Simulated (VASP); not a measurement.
Here is the system:

```xyz
2
Lattice="3.2485 0.0000 0.0000 0.0000 3.2485 0.0000 0.0000 0.0000 3.2485" Properties=species:S:1:pos:R:3 pbc="T T T"
Zn     1.6242     1.6242     1.6242
Au     0.0000     0.0000     0.0000
```

All values below come from PBE GGA, VASP's PBE PAW potentials (set 64) (plane waves; VASP 6.6.1). Numerical set-up: 520 eV cut-off, 11×11×11 Γ-centred mesh, first-order Methfessel-Paxton smearing of 0.10 eV, potentials Zn Au.

Problem. Give the stress tensor in GPa (positive for a compressed cell).

Solution. 
```
-5.65   0.00   0.00
 0.00  -5.65   0.00
 0.00   0.00  -5.65
```
The pressure is its mean diagonal, -5.65 GPa.

The compound is AuZn in the CsCl type structure. This cell is one point of a volume scan, at 1.06 of the reference volume. The electron count is odd and the run is not spin-polarised, which forces a metal.
